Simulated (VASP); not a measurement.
OSZICAR of a VASP run on GaN (zinc blende):

**OSZICAR**
```
       N       E                     dE             d eps       ncg     rms          rms(c)
DAV:   1     0.741162138138E+02    0.74116E+02   -0.98779E+03  1286   0.252E+03
DAV:   2    -0.239125411822E+02   -0.98029E+02   -0.93116E+02  1372   0.367E+02
DAV:   3    -0.316595748452E+02   -0.77470E+01   -0.76925E+01  1392   0.930E+01
DAV:   4    -0.317963319399E+02   -0.13676E+00   -0.13668E+00  1487   0.134E+01
DAV:   5    -0.317980545253E+02   -0.17226E-02   -0.17225E-02  1332   0.133E+00    0.706E+00
DAV:   6    -0.258866662275E+02    0.59114E+01   -0.61167E+00  1858   0.584E+01    0.249E+00
DAV:   7    -0.267947098569E+02   -0.90804E+00   -0.50524E-01  1517   0.183E+01    0.159E+00
DAV:   8    -0.266645163206E+02    0.13019E+00   -0.18490E-01  1227   0.556E+00    0.645E-01
DAV:   9    -0.267427970774E+02   -0.78281E-01   -0.20284E-01  1227   0.602E+00    0.547E-01
DAV:  10    -0.268184161125E+02   -0.75619E-01   -0.83260E-02  1222   0.385E+00    0.116E-01
DAV:  11    -0.268705841570E+02   -0.52168E-01   -0.24813E-02  1222   0.219E+00    0.139E-01
DAV:  12    -0.268690739461E+02    0.15102E-02   -0.13134E-03  1370   0.511E-01    0.910E-02
DAV:  13    -0.268733403960E+02   -0.42664E-02   -0.31069E-03  1230   0.901E-01    0.606E-02
DAV:  14    -0.268735592582E+02   -0.21886E-03   -0.29722E-04  1260   0.205E-01    0.632E-02
DAV:  15    -0.268733966330E+02    0.16263E-03   -0.35203E-04  1230   0.268E-01    0.253E-02
DAV:  16    -0.268735164949E+02   -0.11986E-03   -0.14741E-04  1240   0.167E-01    0.136E-02
DAV:  17    -0.268735183243E+02   -0.18294E-05   -0.93559E-06  1302   0.434E-02    0.102E-02
DAV:  18    -0.268735201577E+02   -0.18333E-05   -0.28703E-06  1280   0.289E-02    0.724E-03
DAV:  19    -0.268735256002E+02   -0.54425E-05   -0.38315E-06  1230   0.271E-02    0.207E-03
DAV:  20    -0.268735278874E+02   -0.22872E-05   -0.11076E-06  1242   0.160E-02    0.927E-04
DAV:  21    -0.268735286086E+02   -0.72122E-06   -0.54286E-08   896   0.413E-03    0.774E-04
DAV:  22    -0.268735276627E+02    0.94588E-06   -0.20928E-08   651   0.212E-03    0.321E-04
DAV:  23    -0.268735283019E+02   -0.63918E-06   -0.17068E-08   646   0.207E-03    0.688E-05
DAV:  24    -0.268735281387E+02    0.16322E-06   -0.56866E-09   636   0.105E-03    0.160E-04
DAV:  25    -0.268735283228E+02   -0.18409E-06   -0.99912E-10   621   0.459E-04    0.119E-04
DAV:  26    -0.268735283002E+02    0.22578E-07   -0.40343E-10   626   0.352E-04
   1 F= -.26873528E+02 E0= -.26873528E+02  d E =-.103853E-16
```

Q: Which electronic solver shows in the log?

A: It is blocked Davidson (ALGO = Normal, or the opening steps of other solvers). The INCAR had ALGO = Normal.

Q: Can the final energy be trusted as converged?

A: Self-consistency was reached. It stopped with EDIFF = 1E-7, NELM = 100 (SCAN meta-GGA, plane waves, VASP's PBE PAW potentials (set 64)).

The compound is GaN in the zinc blende structure, a metastable form; wurtzite is the usual one. This cell is one point of a volume scan, at 1.03 of the reference volume.
